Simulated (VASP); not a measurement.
The input files of a VASP run:

File KPOINTS:
```
Automatic mesh
0
Gamma
8 8 11
0 0 0
```

**POSCAR**
```
IrO2
1
    4.5240546759     0.0000000000     0.0000000000
    0.0000000000     4.5240546759     0.0000000000
    0.0000000000     0.0000000000     3.1810729786
Ir O
2 4
Direct
  0.0000000000   0.0000000000   0.0000000000
  0.5000000000   0.5000000000   0.5000000000
  0.3082785294   0.3082785294   0.0000000000
  0.8082785294   0.1917214706   0.5000000000
  0.1917214706   0.8082785294   0.5000000000
  0.6917214706   0.6917214706   0.0000000000
```

### INCAR
```
LMAXMIX = 6   # l cut-off of mixed one-centre charges
EDIFF = 1E-7
LEFG = .TRUE.
LASPH = .TRUE.
ISIF = 2
LORBIT = 11   # lm-projected
NELM = 100   # most electronic steps
LWAVE = .FALSE.
SYSTEM = IrO2
ALGO = Normal
LREAL = .FALSE.   # projection in real space or not
LCHARG = .TRUE.
NEDOS = 601   # DOS grid
IVDW = 11
ENCUT = 520   # plane-wave cut-off (eV)
ISMEAR = -5   # tetrahedra, Bloechl
PREC = Accurate
GGA = PE   # PBE
```

POTCAR, in this order: Ir O (PBE.64 set). Program: vasp_std.

**Question.** Write an equivalent input for Quantum ESPRESSO's pw.x.

**Answer.** One equivalent input (not run):
```
&CONTROL
  calculation = 'scf'
  pseudo_dir = './pseudo'
  outdir = './out'
  tprnfor = .true.
  tstress = .true.
/
&SYSTEM
  ibrav = 0
  nat = 6
  ntyp = 2
  ecutwfc = 84
  occupations = 'tetrahedra'
  input_dft = 'pbe'
  vdw_corr = 'grimme-d3'
  dftd3_version = 3
  dftd3_threebody = .false.
/
&ELECTRONS
  conv_thr = 7.3e-09
  electron_maxstep = 100
/
ATOMIC_SPECIES
  Ir 192.217 Ir.upf
  O 15.999 O.upf
CELL_PARAMETERS angstrom
     4.5240547    0.0000000    0.0000000
     0.0000000    4.5240547    0.0000000
     0.0000000    0.0000000    3.1810730
ATOMIC_POSITIONS crystal
  Ir   0.0000000  0.0000000  0.0000000
  Ir   0.5000000  0.5000000  0.5000000
  O    0.3082785  0.3082785  0.0000000
  O    0.8082785  0.1917215  0.5000000
  O    0.1917215  0.8082785  0.5000000
  O    0.6917215  0.6917215  0.0000000
K_POINTS automatic
  8 8 11 0 0 0
```
Limits of the translation: the potentials are each code's own (VASP's PAW set, PseudoDojo norm-conserving files in pw.x), so ENCUT and ecutwfc are chosen apart and not converted; conv_thr bounds pw.x's estimated SCF error, while EDIFF bounds the energy change between steps; the field gradients of LEFG aren't asked of the other code.

The compound is IrO2 in the rutile structure. It was relaxed first.
